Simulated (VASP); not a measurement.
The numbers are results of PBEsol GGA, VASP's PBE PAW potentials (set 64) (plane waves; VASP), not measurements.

The input files of a VASP run:

File KPOINTS:
```
Automatic mesh
0
Gamma
12 12 12
0 0 0
```

INCAR:
```
ALGO = Normal
EDIFF = 1E-7
EDIFFG = -0.01
ENCUT = 480
GGA = PS
IBRION = 2
ISIF = 2
ISMEAR = 1
LASPH = T
LCHARG = F
LMAXMIX = 4
LREAL = F
LWAVE = F
NELM = 100
NSW = 30
PREC = Accurate
SIGMA = 0.1
SYSTEM = CuZn
```

POSCAR:
```
CuZn
1.0
  2.8487747224   0.0000000000   0.0000000000
  0.0000000000   2.8487747224   0.0000000000
  0.0000000000   0.0000000000   2.8487747224
Zn Cu
1 1
Cartesian
  1.4243873612   1.4243873612   1.4243873612
  0.0000000000   0.0000000000   0.0000000000
```

POTCAR, in this order: Zn Cu (PBE.64 set). Program: vasp_std.

**Question.** What does the run give for the energy per atom (σ→0), pressure, band gap (on the k-mesh)?

**Answer.** 
The energy per atom (σ→0) is -3.018 eV/atom, the band gap (on the k-mesh) comes out as none (metal, semimetal or under 0.01 eV) and the pressure is 10.73 GPa.

File OSZICAR:
```
...
DAV:   8    -0.604882507615E+01   -0.15786E-02   -0.23080E-01  2927   0.648E+00    0.150E+00
DAV:   9    -0.603683014367E+01    0.11995E-01   -0.18613E-02  3302   0.352E+00    0.112E-01
DAV:  10    -0.603679192376E+01    0.38220E-04   -0.72521E-04  3922   0.469E-01    0.377E-02
DAV:  11    -0.603679048001E+01    0.14437E-05   -0.53273E-05  3302   0.266E-01    0.895E-03
DAV:  12    -0.603679035817E+01    0.12184E-06   -0.61306E-06  3393   0.694E-02    0.400E-03
DAV:  13    -0.603679000548E+01    0.35269E-06   -0.65116E-07  3007   0.234E-02    0.750E-04
DAV:  14    -0.603679001377E+01   -0.82928E-08   -0.35271E-08  1624   0.585E-03
   1 F= -.60367900E+01 E0= -.60368142E+01  d E =-.603679E+01
```

The compound is CuZn in the CsCl type structure. This cell was strained or had an atom moved on purpose. The electron count is odd and the run is not spin-polarised, which forces a metal.
